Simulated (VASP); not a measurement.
The input files of a VASP run:

INCAR:
```
SYSTEM  =  Lu
PREC  =  Accurate; ENCUT  =  520; LREAL  =  .FALSE.
LASPH  =  .TRUE.
EDIFF  =  1E-7; NELM  =  100; ALGO  =  Normal
LMAXMIX  =  6
ISMEAR  =  1; SIGMA  =  0.1
GGA  =  91
IBRION  =  2; NSW  =  30; ISIF  =  4
EDIFFG  =  -0.01
LWAVE  =  .FALSE.; LCHARG  =  .FALSE.
```

**KPOINTS**
```
Automatic mesh
0
Gamma
12 12 7
0 0 0
```

POSCAR:
```
Lu
1
    1.7189520878    -2.9773124376     0.0000000000
    1.7189520878     2.9773124376     0.0000000000
    0.0000000000     0.0000000000     5.3596613695
Lu
2
Direct
  0.3333330000   0.6666670000   0.2500000000
  0.6666670000   0.3333330000   0.7500000000
```

POTCAR, in this order: Lu_3 (PBE.64 set). Program: vasp_std.

Task: Write an equivalent input for Quantum ESPRESSO's pw.x.

Result: One equivalent input (not run):
```
&CONTROL
  calculation = 'vc-relax'
  pseudo_dir = './pseudo'
  outdir = './out'
  tprnfor = .true.
  tstress = .true.
  nstep = 30
  forc_conv_thr = 0.00039
/
&SYSTEM
  ibrav = 0
  nat = 2
  ntyp = 1
  ecutwfc = 100
  occupations = 'smearing'
  smearing = 'methfessel-paxton'
  degauss = 0.00735
  input_dft = 'pw91'
/
&ELECTRONS
  conv_thr = 7.3e-09
  electron_maxstep = 100
/
&IONS
/
&CELL
  cell_dofree = 'shape'
/
ATOMIC_SPECIES
  Lu 174.967 Lu.upf
CELL_PARAMETERS angstrom
     1.7189521   -2.9773124    0.0000000
     1.7189521    2.9773124    0.0000000
     0.0000000    0.0000000    5.3596614
ATOMIC_POSITIONS crystal
  Lu   0.3333330  0.6666670  0.2500000
  Lu   0.6666670  0.3333330  0.7500000
K_POINTS automatic
  12 12 7 0 0 0
```
The two are equivalent in intent, not identical: the potentials are each code's own (VASP's PAW set, PseudoDojo norm-conserving files in pw.x), so ENCUT and ecutwfc are chosen apart and not converted; conv_thr bounds pw.x's estimated SCF error, while EDIFF bounds the energy change between steps; forc_conv_thr acts on force components and is met together with etot_conv_thr.

The compound is Lu in the hcp structure. This cell is one point of a volume scan, at 0.94 of the reference volume. Symmetry was kept, so distortions that lower it aren't found.
